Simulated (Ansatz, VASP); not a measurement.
## Two plane-wave programs on Si

File INCAR:

```
PREC = Accurate
ENCUT = 520
EDIFF = 1E-6
ISMEAR = 0
SIGMA = 0.05
LREAL = False
LASPH = True
NELM = 80
ALGO = Normal
ISIF = 2
LWAVE = False
LCHARG = True
GGA = CA
LELF = True
LVHAR = True
NBANDS = 11
```

The input KPOINTS:

```
regular mesh
0
Gamma
  12 12 12
```

Contents of POSCAR:

```
Si
1.0
    0.0000000000      2.7890139743      2.4111025808
    2.7890139743      0.0000000000      2.4111025808
    2.7890139743      2.7890139743      0.0000000000
Si
2
Direct
    0.5000000000      0.5000000000      0.5000000000
    0.7500000000      0.7500000000      0.7500000000
```

Input for Ansatz:

```yaml
crystal:
  lattice:
    - [0.0, 2.7890139743, 2.4111025808]
    - [2.7890139743, 0.0, 2.4111025808]
    - [2.7890139743, 2.7890139743, 0.0]
  atoms:
    - { symbol: Si, position: [0.5, 0.5, 0.5] }
    - { symbol: Si, position: [0.75, 0.75, 0.75] }
basis:
  ecutwfc: 420
kpoints:
  mp_grid: { grid: [12, 12, 12] }
hamiltonian:
  xc: lda
  pseudopotentials: { kind: paw, azcp: { folder: soft_1 } }
scf:
  occupations: { method: gaussian, width: 0.05 }
output:
  forces: true
  stress: true
  eigenvalues: true
```

Alike in both runs: task single point; functional LDA; k mesh 12 × 12 × 12; occupations gaussian, width 0.05 eV; no spin polarisation.

|  | VASP | Ansatz |
| --- | --- | --- |
| version | VASP 6.6.1 | Ansatz 0.2.0 |
| potentials or method | VASP PAW LDA potentials, release 64 (Si) | scalar-relativistic, plane waves, PAW |
| plane-wave cutoff (eV) | 520 | 420 |
| valence electrons in the cell | 8 | 8 |

VASP gave:

* gap on the k mesh at the Fermi level (eV): none
* pressure (GPa): 4.2
* largest component of the traceless stress (GPa): 5.93

Problem. What did Ansatz give for the same quantities?

Solution. gap on the k mesh at the Fermi level (eV): none; pressure (GPa): 4.1; largest component of the traceless stress (GPa): 5.94.

A gap of «none» marks a metal or a gap that the smearing closes. Ansatz warned: «pseudo_functional_mismatch».
